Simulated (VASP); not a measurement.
# TiFe4 (Fmmm) in VASP: notebook, part 2 of 2

VASP 6.6.1. The steps go on from the part before.

## (3) Single point, PBE, collinear spin, typed start

File INCAR:

```
  PREC = Accurate
  ENCUT = 520
  EDIFF = 1E-7
  ISMEAR = 0
  SIGMA = 0.1
  LREAL = False
  LASPH = True
  NELM = 150
  ALGO = Normal
  ISIF = 2
  LWAVE = False
  LCHARG = False
  ISPIN = 2
  MAGMOM = -0.47 2.19 2.59 2.59 2.19
  LORBIT = 11
  LMAXMIX = 4
  GGA = PE
  NBANDS = 34
```

File KPOINTS:

```
regular mesh
0
Gamma
  2 2 2
```

File POSCAR:

```
TiFe4
1.0
    0.0000000000      1.7879490000      9.4368986093
    1.7812670356      0.0000000000      9.4368986093
    1.7812670356      1.7879490000      0.0000000000
Ti Fe
1 4
Direct
    0.0000000000      0.0000000000      0.0000000000
    0.3909085000      0.3909085000      0.6090915000
    0.7997525000      0.7997525000      0.2002475000
    0.2002475000      0.2002475000      0.7997525000
    0.6090915000      0.6090915000      0.3909085000
```

Potentials or basis: VASP PAW PBE potentials, release 64 (Ti_sv, Fe).

Command:

```console
cat potpaw_PBE.64/Ti_sv/POTCAR potpaw_PBE.64/Fe/POTCAR > POTCAR
mpirun -np 1 vasp_std > vasp.out
```

OUTCAR:

```text
PREC = Accurate
   ENCUT = 520
   EDIFF = 1E-7
   ISMEAR = 0
   LREAL = False
   LASPH = True
   NELM = 150
   ISIF = 2
   ISPIN = 2
   LORBIT = 11
   GGA = PE

 ion  position               nearest neighbor table
   1  0.000  0.000  0.000-   5 2.72   5 2.72   2 2.72   2 2.72   2 2.73   5 2.73   5 2.73   2 2.73

   2  0.391  0.391  0.609-   3 2.48   3 2.48   3 2.48   3 2.48   1 2.72   1 2.72   1 2.73   1 2.73

   3  0.800  0.800  0.200-   2 2.48   2 2.48   2 2.48   2 2.48   4 2.59   4 2.59   4 2.59   4 2.59

   4  0.200  0.200  0.800-   5 2.48   5 2.48   5 2.48   5 2.48   3 2.59   3 2.59   3 2.59   3 2.59
[... 589 lines left out ...]
     1.781267036  1.787949000  0.000000000     0.280699070  0.279650035 -0.052983509

 POSITION                                       TOTAL-FORCE (eV/Angst)
 -----------------------------------------------------------------------------------
      0.00000      0.00000      0.00000         0.000000      0.000000      0.000000
      1.78127      1.78795      7.37793         0.000000      0.000000     -0.357618
      1.78127      1.78795     15.09437         0.000000      0.000000      0.191611
      1.78127      1.78795      3.77943         0.000000      0.000000     -0.191611
      1.78127      1.78795     11.49587         0.000000      0.000000      0.357618
 -----------------------------------------------------------------------------------
    total drift:                                0.000000     -0.000000      0.000000

  FREE ENERGIE OF THE ION-ELECTRON SYSTEM (eV)
  ---------------------------------------------------
  free  energy   TOTEN  =       -39.1102565172 eV

  energy  without entropy=      -39.0820581366  energy(sigma->0) =      -39.09615733

 total charge

# of ion       s       p       d       tot
------------------------------------------
    1        2.279   6.062   2.230  10.571
    2        0.484   0.477   6.352   7.313
    3        0.469   0.478   6.329   7.277
    4        0.469   0.478   6.329   7.277
    5        0.484   0.477   6.352   7.313
--------------------------------------------------
tot          4.186   7.972  27.592  39.751

 magnetization (x)

# of ion       s       p       d       tot
------------------------------------------
    1        0.015  -0.007   0.344   0.352
    2       -0.006  -0.033   1.311   1.271
    3       -0.011  -0.033   1.450   1.406
    4       -0.011  -0.033   1.450   1.406
    5       -0.006  -0.033   1.311   1.271
--------------------------------------------------
tot         -0.020  -0.140   5.866   5.706
```

OSZICAR:

```text
N       E                     dE             d eps       ncg     rms          rms(c)
DAV:   1     0.396249118015E+03    0.39625E+03   -0.18948E+04   680   0.168E+03
DAV:   2    -0.112115355391E+02   -0.40746E+03   -0.38847E+03   682   0.398E+02
[... 36 lines left out ...]
DAV:  39    -0.391102567647E+02   -0.11666E-05   -0.13141E-05   850   0.393E-02    0.334E-03
DAV:  40    -0.391102557487E+02    0.10159E-05   -0.11782E-05   854   0.369E-02    0.355E-03
DAV:  41    -0.391102565745E+02   -0.82579E-06   -0.77085E-07   700   0.105E-02    0.240E-03
DAV:  42    -0.391102567911E+02   -0.21660E-06   -0.33342E-06   880   0.179E-02    0.171E-03
DAV:  43    -0.391102565206E+02    0.27051E-06   -0.49655E-07   562   0.791E-03    0.110E-03
DAV:  44    -0.391102565172E+02    0.33951E-08   -0.28622E-08   364   0.144E-03
   1 F= -.39110257E+02 E0= -.39096157E+02  d E =-.281984E-01  mag=     5.7294
```

stdout:

```text
POSCAR found type information on POSCAR TiFe
 POSCAR found :  2 types and       5 ions
 scaLAPACK will be used
 LDA part: xc-table for (Slater+PW92), standard interpolation
 POSCAR, INCAR and KPOINTS ok, starting setup
 FFT: planning ... GRIDC
 FFT: planning ... GRID_SOFT
 FFT: planning ... GRID
 WAVECAR not read
 entering main loop
```

Wall time 2.9 min (1 thread of Intel Xeon Platinum 8488C (Sapphire Rapids), shared host); peak memory 0.39 GiB.

What came out:

| Quantity | Value |
| --- | --- |
| Free energy | -39.1103 eV |
| Pressure | -6.5 GPa |
| Largest force | 0.358 eV/Å |
| Band gap on the k mesh | none (metal or under the smearing width) |
| Net moment | 5.73 μB per cell |
| Site moments | Ti +0.35; Fe +1.27, +1.41 μB |
| Valence electrons inside the program's atomic spheres | Ti 10.57; Fe 7.31, 7.28 |

Forces in eV/Å, atoms in the order of the input:
```
Ti   0.000  0.000  0.000
Fe   0.000  0.000 -0.358
Fe   0.000  0.000  0.192
Fe   0.000  0.000 -0.192
Fe   0.000  0.000  0.358
```

Caveat: the k mesh is coarse (spacing up to 1.26 Å⁻¹), so the values aren't converged.
